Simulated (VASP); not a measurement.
Data:

```yaml
crystal:
  lattice:
    - [0.00000, 3.32117, 3.32117]
    - [3.32117, 0.00000, 3.32117]
    - [3.32117, 3.32117, 0.00000]
  atoms:
    - { symbol: Hg, position: [0.00000, 0.00000, 0.00000] }
    - { symbol: Te, position: [0.25000, 0.25000, 0.25000] }
```

The numbers are results of TPSS meta-GGA, VASP's PBE PAW potentials (set 64) (plane waves; VASP), not measurements. Run with 520 eV cut-off, 9×9×9 Γ-centred mesh, first-order Methfessel-Paxton smearing of 0.10 eV, potentials Hg Te.

Unless said otherwise, spin-orbit coupling is left out, though it shifts the bands of the heavy elements here.

Question: What does the run give for the energy per atom (σ→0), band gap (on the k-mesh) with the smallest direct gap where there is one?

Answer: 
| Quantity | Value |
|---|---|
| band gap (on the k-mesh) | none (metal, semimetal or under 0.01 eV) |
| energy per atom (σ→0) | -5.707 eV/atom |

The absolute energy has meaning only against runs of the same code, potentials and settings.

The compound is HgTe in the zinc blende structure. It was relaxed first, which changed the volume by +9 %. The start is the result of an earlier pass.
